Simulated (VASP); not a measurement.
Calculation: RPBE GGA, VASP's PBE PAW potentials (set 64) (plane waves; VASP).

A VASP calculation is set up with these files.

### KPOINTS
```
Regular mesh
0
gamma
 11 11 11
0 0 0
```

### POSCAR
```
LiF
4.1788330
  0.0000000000   0.5000000403   0.5000000403
  0.5000000403   0.0000000000   0.5000000403
  0.5000000403   0.5000000403   0.0000000000
Li F
1 1
direct
  0.0000000000   0.0000000000   0.0000000000
  0.5000000000   0.5000000000   0.5000000000
```

### INCAR
```
! general
SYSTEM  =  LiF
PREC    =  Accurate
ENCUT   =  520   ! plane-wave cut-off (eV)
LREAL   =  .FALSE.
LASPH   =  .TRUE.   ! aspherical one-centre terms

! electronic loop
EDIFF   =  1E-7   ! SCF stop (eV)
NELM    =  100   ! most electronic steps
ALGO    =  Normal

! smearing
ISMEAR  =  0
SIGMA   =  0.05   ! width (eV)

! functional
GGA     =  RP   ! RPBE

! ions
ISIF    =  2   ! forces and stress, cell fixed

! output
LWAVE   =  .FALSE.
LCHARG  =  .FALSE.
```

POTCAR, in this order: Li_sv F (PBE.64 set). Program: vasp_std.

The run wrote:

File OUTCAR:
```
 ion  position               nearest neighbor table
   1  0.000  0.000  0.000-   2 2.09   2 2.09   2 2.09   2 2.09   2 2.09   2 2.09
   2  0.500  0.500  0.500-   1 2.09   1 2.09   1 2.09   1 2.09   1 2.09   1 2.09
  LATTYP: Found a face centered cubic cell.
 ALAT       =     4.1788333368
 Subroutine PRICEL returns:
 Original cell was already a primitive cell.
 Subroutine GETGRP returns: Found 48 space group operations
The static configuration has the point symmetry O_h .
The dynamic configuration has the point symmetry O_h .
 Subroutine INISYM returns: Found 48 space group operations
 Subroutine IBZKPT returns following result:
 Found     56 irreducible k-points:

 Following reciprocal coordinates:
            Coordinates               Weight
  0.000000  0.000000  0.000000      1.000000
  0.090909  0.000000  0.000000      8.000000
  0.181818  0.000000  0.000000      8.000000
  0.272727  0.000000  0.000000      8.000000
  0.363636  0.000000  0.000000      8.000000
  0.454545  0.000000  0.000000      8.000000
  0.090909  0.090909  0.000000      6.000000
  0.181818  0.090909  0.000000     24.000000
  0.272727  0.090909  0.000000     24.000000
...
```

### OSZICAR
```
       N       E                     dE             d eps       ncg     rms          rms(c)
DAV:   1     0.330514845428E+02    0.33051E+02   -0.56695E+03  1072   0.112E+03
DAV:   2    -0.858130179413E+01   -0.41633E+02   -0.40800E+02  1102   0.206E+02
DAV:   3    -0.973703085115E+01   -0.11557E+01   -0.11537E+01  1298   0.332E+01
DAV:   4    -0.975123708333E+01   -0.14206E-01   -0.14203E-01  1365   0.375E+00
DAV:   5    -0.975130177336E+01   -0.64690E-04   -0.64690E-04  1279   0.177E-01    0.471E+00
DAV:   6    -0.919843631250E+01    0.55287E+00   -0.31218E+00  1019   0.136E+01    0.151E+00
DAV:   7    -0.921214427427E+01   -0.13708E-01   -0.21105E-02  1220   0.168E+00    0.921E-01
DAV:   8    -0.922976927480E+01   -0.17625E-01   -0.34268E-02  1334   0.227E+00    0.120E-01
DAV:   9    -0.923007712961E+01   -0.30785E-03   -0.13062E-03  1125   0.386E-01    0.498E-02
DAV:  10    -0.923026081276E+01   -0.18368E-03   -0.45944E-04  1161   0.196E-01    0.110E-02
DAV:  11    -0.923027010601E+01   -0.92933E-05   -0.65014E-06  1368   0.306E-02    0.337E-03
DAV:  12    -0.923026918259E+01    0.92342E-06   -0.16996E-06  1110   0.149E-02    0.103E-03
DAV:  13    -0.923026935675E+01   -0.17416E-06   -0.74864E-08  1232   0.251E-03    0.106E-04
DAV:  14    -0.923026943095E+01   -0.74206E-07   -0.39397E-09   597   0.751E-04
   1 F= -.92302694E+01 E0= -.92302694E+01  d E =-.790874E-14
```

**OUTCAR**
```
------------------------ aborting loop because EDIFF is reached ----------------------------------------
  FORCE on cell =-STRESS in cart. coord.  units (eV):
  Direction    XX          YY          ZZ          XY          YZ          ZX
  --------------------------------------------------------------------------------------
  Total       -0.1837960     -0.1837960     -0.1837960      0.0000000     -0.0000000     -0.0000000
  in kB      -16.1414117    -16.1414117    -16.1414117      0.0000000     -0.0000000     -0.0000000
  external PRESSURE =     -16.1414117 kB  Pullay stress =       0.0000000 kB
  volume of cell :       18.24
      direct lattice vectors                 reciprocal lattice vectors
     0.000000000  2.089416668  2.089416668    -0.239301240  0.239301240  0.239301240
     2.089416668  0.000000000  2.089416668     0.239301240 -0.239301240  0.239301240
     2.089416668  2.089416668  0.000000000     0.239301240  0.239301240 -0.239301240
  FREE ENERGIE OF THE ION-ELECTRON SYSTEM (eV)
  ---------------------------------------------------
  free  energy   TOTEN  =        -9.2302694310 eV

  energy  without entropy=       -9.2302694310  energy(sigma->0) =       -9.23026943
```
(Selected blocks of OUTCAR.)

The compound is LiF in the rock salt structure. This cell is one point of a volume scan, at 1.03 of the reference volume.
